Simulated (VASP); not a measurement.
## A VASP study of TiAl3 (PBEsol): structure first, properties next

Wanted: the relaxed cell of TiAl3 and its properties. The steps: relaxing cell and atoms (PBEsol), density, ELF and potential (PBEsol), bands along the symmetry lines (PBEsol), total and projected DOS (PBEsol), vibrations at Γ (PBEsol) and optical spectrum (PBEsol). The start is a computed cell from the Materials Project.

Calculated with VASP 6.6.1; PBEsol; plane waves and PAW (Ti_sv, Al).

### Step 1. Starting point

Before any relaxation, the start is as follows. Symmetry: I4/mmm, No. 139, tetragonal system. The conventional cell has a = 3.822 Å, b = 3.822 Å, c = 8.561 Å, α = 90.00°, β = 90.00°, γ = 90.00°. Ti has 12 Al at 2.70 to 2.87 Å nearest. Nearest to Al lie 4 Ti at 2.70 Å and 8 Al at 2.87 Å. Nearest to Al lie 8 Al at 2.70 to 2.87 Å and 4 Ti at 2.87 Å. Farther neighbours are not listed.

Coordinates:

```cif
data_structure
_symmetry_space_group_name_H-M 'I4/mmm'
_symmetry_Int_Tables_number 139
_cell_length_a 3.8222
_cell_length_b 3.8222
_cell_length_c 8.5613
_cell_angle_alpha 90.000
_cell_angle_beta 90.000
_cell_angle_gamma 90.000
_cell_volume 125.08
loop_
_atom_site_label
_atom_site_type_symbol
_atom_site_symmetry_multiplicity
_atom_site_Wyckoff_symbol
_atom_site_fract_x
_atom_site_fract_y
_atom_site_fract_z
_atom_site_occupancy
Ti1 Ti 2 a 0.00000 0.00000 0.00000 1
Al1 Al 2 b 0.50000 0.50000 0.00000 1
Al2 Al 4 d 0.50000 0.00000 0.75000 1
```

### Step 2. Relaxing cell and atoms (PBEsol)

Properties are meant for the cell that this level of theory prefers, so cell and atoms are relaxed first (ISIF = 3) until forces and stress are small; EDIFFG sets the threshold. PBEsol restores the gradient expansion of exchange and is tuned for the cells of solids.

The input, INCAR:

```
SYSTEM = TiAl3
PREC = Accurate
ENCUT = 400
EDIFF = 1E-06
NELM = 100
ISMEAR = 1
SIGMA = 0.2
LREAL = .FALSE.
ALGO = Normal
GGA = PS
NBANDS = 16
LASPH = .TRUE.
LORBIT = 11
LWAVE = .FALSE.
LCHARG = .FALSE.
KPAR = 4
IBRION = 2
NSW = 60
ISIF = 3
EDIFFG = -0.01
```

The input, POSCAR:

```
TiAl3
1.0
    0.0000000000     -3.8222135426      0.0000000000
   -3.8222135426      0.0000000000      0.0000000000
    1.9111067713     -1.9111067713     -4.2806687947
Ti Al
1 3
Direct
    0.0000000000      0.0000000000      0.0000000000
    0.5000000000      0.5000000000      0.0000000000
    0.7500000000      0.7500000000      0.5000000000
    0.2500000000      0.2500000000      0.5000000000
```

The input, KPOINTS:

```
Automatic mesh
0
Gamma
7 7 7
0 0 0
```

PAW data sets: Ti_sv and Al (PBE family, release 64).

On the command line:

```console
$ mpirun -np 4 vasp_std
```

What it wrote:

```text
[banner, memory and clock lines left out]
running    4 mpi-ranks, on    1 nodes
 distrk:  each k-point on    1 cores,    4 groups
 distr:  one band on    1 cores,    1 groups

 POSCAR found type information on POSCAR TiAl
 POSCAR found :  2 types and       4 ions
|                                                                             |
|               ----> ADVICE to this user running VASP <----                  |
|                                                                             |
|     You enforced a specific xc type in the INCAR file but a different       |
|     [... a line on the potential file left out ...]
|     I HOPE YOU KNOW WHAT YOU ARE DOING!                                     |
|                                                                             |

 LDA part: xc-table for (Slater+PW92), standard interpolation
 POSCAR, INCAR and KPOINTS ok, starting setup
 FFT: planning ... GRIDC
 FFT: planning ... GRID_SOFT
 FFT: planning ... GRID
 WAVECAR not read
 entering main loop
       N       E                     dE             d eps       ncg     rms          rms(c)
DAV:   1     0.969097920254E+02    0.96910E+02   -0.80741E+03  1280   0.100E+03
DAV:   2    -0.176468230315E+02   -0.11456E+03   -0.11309E+03  1344   0.274E+02
DAV:   3    -0.242043510159E+02   -0.65575E+01   -0.63782E+01  2160   0.615E+01
DAV:   4    -0.243370544394E+02   -0.13270E+00   -0.13199E+00  1464   0.861E+00
DAV:   5    -0.243417019327E+02   -0.46475E-02   -0.46473E-02  2144   0.152E+00    0.113E+01
DAV:   6    -0.230276177252E+02    0.13141E+01   -0.28765E+01  1904   0.395E+01    0.672E+00
DAV:   7    -0.223077853667E+02    0.71983E+00   -0.89456E+00  1680   0.217E+01    0.309E+00
DAV:   8    -0.222737340416E+02    0.34051E-01   -0.13857E+00  1616   0.932E+00    0.174E+00
DAV:   9    -0.222256488714E+02    0.48085E-01   -0.44195E-01  1768   0.513E+00    0.242E-01
DAV:  10    -0.222270420676E+02   -0.13932E-02   -0.84113E-03  1512   0.693E-01    0.303E-01
DAV:  11    -0.222252882199E+02    0.17538E-02   -0.73879E-03  1816   0.586E-01    0.776E-02
DAV:  12    -0.222252267899E+02    0.61430E-04   -0.54041E-04  1760   0.166E-01    0.343E-02
DAV:  13    -0.222252274415E+02   -0.65160E-06   -0.67488E-06  1384   0.218E-02
   1 F= -.22225227E+02 E0= -.22225612E+02  d E =-.222252E+02
 curvature:   0.00 expect dE= 0.000E+00 dE for cont linesearch  0.000E+00
 trial: gam= 0.00000 g(F)=  0.430E-46 g(S)=  0.311E-02 ort = 0.000E+00 (trialstep = 0.100E+01)
 search vector abs. value=  0.311E-02
 bond charge predicted
       N       E                     dE             d eps       ncg     rms          rms(c)
DAV:   1    -0.222534922346E+02   -0.28265E-01   -0.52037E-01  1952   0.864E+00    0.151E+00
DAV:   2    -0.222431537296E+02    0.10339E-01   -0.51294E-01  1816   0.570E+00    0.845E-01
DAV:   3    -0.222252385256E+02    0.17915E-01   -0.13996E-01  1712   0.268E+00    0.187E-01
DAV:   4    -0.222250514586E+02    0.18707E-03   -0.49059E-03  1912   0.580E-01    0.690E-02
DAV:   5    -0.222253461232E+02   -0.29466E-03   -0.46773E-04  1816   0.128E-01    0.434E-02
DAV:   6    -0.222254335497E+02   -0.87427E-04   -0.24438E-04  2096   0.702E-02    0.229E-02
DAV:   7    -0.222254409437E+02   -0.73940E-05   -0.29187E-05  1480   0.465E-02    0.119E-02
DAV:   8    -0.222254403384E+02    0.60527E-06   -0.57650E-06  1376   0.270E-02
   2 F= -.22225440E+02 E0= -.22225853E+02  d E =-.212897E-03
[...]
3 F= -.22225931E+02 E0= -.22226330E+02  d E =-.703467E-03
[...]
4 F= -.22225933E+02 E0= -.22226333E+02  d E =-.705070E-03
[...]
5 F= -.22225928E+02 E0= -.22226330E+02  d E =-.700381E-03
[...]
6 F= -.22225933E+02 E0= -.22226333E+02  d E =-.705595E-03
 curvature:  -0.04 expect dE=-0.398E-05 dE for cont linesearch -0.181E-06
 ZBRENT: accuracy reached
 trial: gam= 0.07291 g(F)=  0.201E-46 g(S)=  0.105E-03 ort =-0.122E-03 (trialstep = 0.911E+00)
 search vector abs. value=  0.104E-03
 bond charge predicted
       N       E                     dE             d eps       ncg     rms          rms(c)
DAV:   1    -0.222260976499E+02   -0.16419E-03   -0.48628E-03  1528   0.869E-01    0.760E-02
DAV:   2    -0.222260209397E+02    0.76710E-04   -0.63249E-04  1576   0.217E-01    0.420E-02
DAV:   3    -0.222259940398E+02    0.26900E-04   -0.20914E-04  1688   0.108E-01    0.233E-02
DAV:   4    -0.222259833042E+02    0.10736E-04   -0.43134E-05  1848   0.557E-02    0.488E-03
DAV:   5    -0.222259830769E+02    0.22736E-06   -0.26251E-06  1336   0.121E-02
   7 F= -.22225983E+02 E0= -.22226396E+02  d E =-.500402E-04
 trial-energy change:   -0.000050  1 .order   -0.000052   -0.000087   -0.000016
 step:   1.1184(harm=  1.1184)  dis= 0.00000  next Energy=   -22.225987 (dE=-0.537E-04)
 reached required accuracy - stopping structural energy minimisation
```

Run time: 85 s. Hardware: 4 MPI ranks of AMD EPYC 7571, shared host; peak memory 0.64 GiB; 5.6 min of CPU time.

Lines that name or quote the potential files are left out of all logs, and their timing lines are given in words.

Parts of OUTCAR (step 2):

```text
ion  position               nearest neighbor table
   1  0.000  0.000  0.000-   2 2.70   2 2.70   2 2.70   2 2.70   4 2.87   3 2.87   4 2.87   3 2.87
                             4 2.87   3 2.87   4 2.87   3 2.87
   2  0.500  0.500  0.000-   1 2.70   1 2.70   1 2.70   1 2.70   4 2.87   3 2.87   4 2.87   4 2.87
                             3 2.87   4 2.87   3 2.87   3 2.87
   3  0.750  0.750  0.500-   4 2.70   4 2.70   4 2.70   4 2.70   2 2.87   1 2.87   2 2.87   2 2.87
                             1 2.87   1 2.87   1 2.87   2 2.87
   4  0.250  0.250  0.500-   3 2.70   3 2.70   3 2.70   3 2.70   1 2.87   1 2.87   2 2.87   1 2.87
                             2 2.87   2 2.87   1 2.87   2 2.87

  LATTYP: Found a body centered tetragonal cell.
 ALAT       =     3.8222135426
 C/A-ratio  =     2.2398899208

 Subroutine GETGRP returns: Found 16 space group operations
 (whereof 16 operations were pure point group operations)

The static configuration has the point symmetry D_4h.

 Found     40 irreducible k-points:

   k-points           NKPTS =     40   k-points in BZ     NKDIM =     40   number of bands    NBANDS=     16

   dimension x,y,z NGX =    28 NGY =   28 NGZ =   36
   dimension x,y,z NGXF=    56 NGYF=   56 NGZF=   72

   ENCUT  =  400.0 eV  29.40 Ry    5.42 a.u.   6.23  6.23  8.26*2*pi/ulx,y,z

   NELECT =      21.0000    total number of electrons

 k-points in reciprocal lattice and weights: Automatic mesh
   0.00000000  0.00000000  0.00000000       0.003
   0.14285714  0.00000000 -0.00000000       0.023
   0.28571429  0.00000000 -0.00000000       0.023
   0.42857143  0.00000000 -0.00000000       0.023
   0.14285714  0.14285714  0.00000000       0.012
   0.28571429  0.14285714  0.00000000       0.047
   0.42857143  0.14285714  0.00000000       0.047
  -0.42857143  0.14285714  0.00000000       0.047
  -0.28571429  0.14285714  0.00000000       0.047
[...]
0.00000000  0.00000000  0.42857143       0.006
  -0.14285714  0.00000000  0.42857143       0.012

 average (electrostatic) potential at core
       1 -71.8380       2 -71.1849       3 -71.1049       4 -71.1049

 E-fermi :   8.3355

 k-point     1 :       0.0000    0.0000    0.0000
  band No.  band energies     occupation
    ...
      6       5.4546      2.00000
      7       5.6913      2.00000
      8       6.9062      2.00000
      9       7.1148      2.00000
     10       7.1148      2.00000
     11       9.1892     -0.00000
     12      10.1217     -0.00000
     13      10.1217     -0.00000
     14      10.5727     -0.00000
     15      10.8743     -0.00000
    ...

 k-point     2 :       0.1429    0.0000   -0.0000
  band No.  band energies     occupation
    ...
      6       4.7596      2.00000
      7       6.0053      2.00000
      8       6.5405      2.00000
      9       6.9462      2.00000
     10       7.2666      2.00000
     11       8.5946     -0.06952
     12       9.5860     -0.00000
     13      10.3602     -0.00000
     14      10.8288     -0.00000
     15      11.4531     -0.00000
    ...

 k-point     3 :       0.2857    0.0000   -0.0000
  band No.  band energies     occupation
    ...
      7       4.9578      2.00000
      8       6.0581      2.00000
      9       7.4817      2.00000
     10       7.6335      2.00001
     11       8.2314      1.76247
     12       9.4634     -0.00000
     13      10.4565     -0.00000
     14      11.1265     -0.00000
     15      11.8492     -0.00000
     16      12.8174      0.00000

  Total        0.0044674      0.0044674      0.0212047      0.0000000      0.0000000      0.0000000
  in kB        0.1150623      0.1150623      0.5461450      0.0000000      0.0000000      0.0000000
  external PRESSURE =       0.2587565 kB  Pullay stress =       0.0000000 kB

  energy-cutoff  :      400.00
  volume of cell :       62.21
      direct lattice vectors                 reciprocal lattice vectors
     0.000000000 -3.812189890  0.000000000    -0.000000000 -0.262316419  0.116811421
    -3.812189890 -0.000000000 -0.000000000    -0.262316419  0.000000000 -0.116811421
     1.906094945 -1.906094945 -4.280403355     0.000000000  0.000000000 -0.233622843

 POSITION                                       TOTAL-FORCE (eV/Angst)
 -----------------------------------------------------------------------------------
     -0.00000     -0.00000     -0.00000        -0.000000      0.000000      0.000000
     -1.90609     -1.90609     -0.00000        -0.000000      0.000000      0.000000
     -1.90609     -3.81219     -2.14020        -0.000000      0.000000      0.000000
      0.00000     -1.90609     -2.14020         0.000000     -0.000000      0.000000
 -----------------------------------------------------------------------------------
    total drift:                                0.000000     -0.000000      0.000000

  FREE ENERGIE OF THE ION-ELECTRON SYSTEM (eV)
  ---------------------------------------------------
  free  energy   TOTEN  =       -22.2259830769 eV

  energy  without entropy=      -22.2272220461  energy(sigma->0) =      -22.22639607

 reached required accuracy - stopping structural energy minimisation

 total charge
# of ion       s       p       d       tot
------------------------------------------
    1        2.168   6.120   2.032  10.321
    2        0.446   0.378   0.000   0.824
    3        0.407   0.408   0.000   0.815
    4        0.407   0.408   0.000   0.815
--------------------------------------------------
tot          3.429   7.315   2.032  12.776

[... 3 further parts left out ...]
```

CONTCAR:

```
TiAl3
   1.00000000000000
     0.0000000000000000   -3.8121898902485292    0.0000000000000000
    -3.8121898902485292   -0.0000000000000000   -0.0000000000000000
     1.9060949451242646   -1.9060949451242646   -4.2804033547129476
  Ti              Al
     1     3
Direct
     0.0000000000000000    0.0000000000000000    0.0000000000000000
     0.5000000000000000    0.5000000000000000    0.0000000000000000
     0.7500000000000000    0.7500000000000000    0.5000000000000000
     0.2500000000000000    0.2500000000000000    0.5000000000000000
```

This run has no spin polarisation. Its electron count is odd, so without a moment it is a metal by construction. The k-mesh is coarse for a metal. The PAW data sets were made with PBE, which is usual practice but a small mismatch for other functionals. The run keeps the 16 symmetry operations of its start, so it cannot find a distortion of lower symmetry.

Relaxation path:

| step | energy less that of the first step (eV) | largest force (eV/Å) | pressure (GPa) | volume (Å³) |
| --- | --- | --- | --- | --- |
| 1 | 0.0000 | 0.0000 | -0.71 | 62.54 |
| 2 | -0.0002 | 0.0000 | 0.55 | 61.91 |
| 3 | -0.0007 | 0.0000 | 0.02 | 62.21 |
| 4 | -0.0007 | 0.0000 | 0.02 | 62.20 |
| 5 | -0.0007 | 0.0000 | 0.09 | 62.17 |
| 6 | -0.0007 | 0.0000 | 0.07 | 62.19 |
| 7 | -0.0008 | 0.0000 | 0.03 | 62.21 |

| conventional cell, symmetrised | before | after | change |
| --- | --- | --- | --- |
| a (Å) | 3.822 | 3.812 | -0.3 % |
| b (Å) | 3.822 | 3.812 | -0.3 % |
| c (Å) | 8.561 | 8.561 | -0.0 % |
| volume (Å³/atom) | 15.63 | 15.55 | -0.5 % |

Final coordinates:

```xyz
4
Lattice="0.0000 -3.8122 0.0000 -3.8122 0.0000 0.0000 1.9061 -1.9061 -4.2804" Properties=species:S:1:pos:R:3 pbc="T T T"
Ti    0.0000    0.0000    0.0000
Al   -1.9061   -1.9061    0.0000
Al   -1.9061   -3.8122   -2.1402
Al    0.0000   -1.9061   -2.1402
```

Numbers from this step:

```yaml
electrons: 21
bands: 16
irreducible_k_points: 40
symmetry_operations: 16
free_energy_toten: -22.23 eV
energy_at_zero_smearing: -22.23 eV
fermi_energy: 8.335 eV
pressure: 0.02588 GPa
metallic: yes
scf_cycles_over_all_ionic_steps: 48
```

It ends with forces that vanish by symmetry and a pressure of 0.03 GPa.

(Continued in part 2 of 5.)

[Lines on the potential files, build, host, timing and source positions are cut from VASP's logs without a mark.]

[Logs are printed without paths, hosts, clocks, repeated set-up lines and the standing remarks that a program may print on its own settings, such as how far it seeks lower states.]

[Hosts, paths, dates, database ids (printed as entryN), source tags and the programs' standing remarks are cut or masked in the printed files.]

[A measured line is paired with the nearest computed mode of its activity, which favours agreement.]
